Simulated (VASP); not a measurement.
An input for Quantum ESPRESSO's pw.x (written as the equivalent of a VASP run, and not itself run):

```
&CONTROL
  calculation = 'scf'
  pseudo_dir = './pseudo'
  outdir = './out'
  tprnfor = .true.
  tstress = .true.
/
&SYSTEM
  ibrav = 0
  nat = 5
  ntyp = 3
  ecutwfc = 84
  occupations = 'smearing'
  smearing = 'gaussian'
  degauss = 0.003675
  input_dft = 'pz'
/
&ELECTRONS
  conv_thr = 7.3e-09
  electron_maxstep = 100
/
ATOMIC_SPECIES
  K 39.098 K.upf
  Ta 180.948 Ta.upf
  O 15.999 O.upf
CELL_PARAMETERS angstrom
     3.9997607    0.0000000    0.0000000
     0.0000000    3.9997607    0.0000000
     0.0000000    0.0000000    3.9997607
ATOMIC_POSITIONS crystal
  K    0.0000000  0.0000000  0.0000000
  Ta   0.5000000  0.5000000  0.5000000
  O    0.5000000  0.0000000  0.5000000
  O    0.0000000  0.5000000  0.5000000
  O    0.5000000  0.5000000  0.0000000
K_POINTS automatic
  6 6 6 0 0 0
```

Write the VASP files for the same calculation (LDA).

This is not unique; one that fits is 
**POSCAR**
```
KTaO3
1
    3.9997606886     0.0000000000     0.0000000000
    0.0000000000     3.9997606886     0.0000000000
    0.0000000000     0.0000000000     3.9997606886
K Ta O
1 1 3
Direct
  0.0000000000   0.0000000000   0.0000000000
  0.5000000000   0.5000000000   0.5000000000
  0.5000000000   0.0000000000   0.5000000000
  0.0000000000   0.5000000000   0.5000000000
  0.5000000000   0.5000000000   0.0000000000
```

KPOINTS:
```
kpoints
0
Gamma
6 6 6
```

INCAR:
```
ALGO  =  Normal
EDIFF  =  1E-7
ENCUT  =  520
ISIF  =  2
ISMEAR  =  0
LASPH  =  .True.
LCHARG  =  .False.
LMAXMIX  =  6
LREAL  =  .False.
LWAVE  =  .False.
NELM  =  100
PREC  =  Accurate
SIGMA  =  0.05
SYSTEM  =  KTaO3
```

POTCAR, in this order: K_sv Ta_pv O (LDA.64 set). Program: vasp_std.

What does not carry over: the potentials are each code's own (VASP's PAW set, PseudoDojo norm-conserving files in pw.x), so ENCUT and ecutwfc are chosen apart and not converted; conv_thr bounds pw.x's estimated SCF error, while EDIFF bounds the energy change between steps.

The compound is KTaO3 in the cubic perovskite structure. This cell is one point of a volume scan, at 1.03 of the reference volume.
